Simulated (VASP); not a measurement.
Input:

```xyz
8
Lattice="4.9556 0.0000 0.0000 0.0000 4.9556 0.0000 0.0000 0.0000 4.9556" Properties=species:S:1:pos:R:3 pbc="T T T"
Be     4.9218     4.9218     4.9218
Be     2.5116     2.5116     4.9218
Be     2.5116     4.9218     2.5116
Be     4.9218     2.5116     2.5116
Se     1.2389     1.2389     1.2389
S      3.7167     3.7167     1.2389
S      3.7167     1.2389     3.7167
S      1.2389     3.7167     3.7167
```

Method: PBE GGA, VASP's PBE PAW potentials (set 64) (plane waves; VASP 6.6.1). Settings: 400 eV cut-off, Gaussian smearing of 0.050 eV, potentials Be Se S.

### Question
Give the energies of bands 7 to 20 at the high-symmetry points, in eV from the valence-band maximum.

### Answer

| band | Γ | X | M | R |
|---|---|---|---|---|
| 7 | -5.00 | -3.81 | -4.32 | -5.65 |
| 8 | -2.75 | -3.81 | -4.32 | -5.65 |
| 9 | -2.75 | -3.40 | -3.33 | -1.45 |
| 10 | -2.75 | -3.35 | -3.16 | -1.45 |
| 11 | -2.56 | -2.83 | -3.16 | -1.26 |
| 12 | -2.56 | -2.63 | -2.71 | -1.26 |
| 13 | -2.56 | -1.87 | -1.52 | -1.26 |
| 14 | 0.00 | -1.87 | -1.32 | -0.63 |
| 15 | 0.00 | -1.36 | -0.87 | -0.63 |
| 16 | 0.00 | -1.36 | -0.87 | -0.63 |
| 17 | 2.66 | 4.15 | 5.46 | 4.98 |
| 18 | 3.11 | 4.28 | 5.46 | 4.98 |
| 19 | 3.11 | 6.06 | 5.62 | 4.98 |
| 20 | 4.67 | 6.27 | 5.86 | 5.24 |

The gap is direct, 2.66 eV, from the valence maximum at Γ to the conduction minimum at Γ.

The structure was generated: Be4S3Se was put into an ordered model structure (P-43m), which need not be its known phase. It was relaxed first.
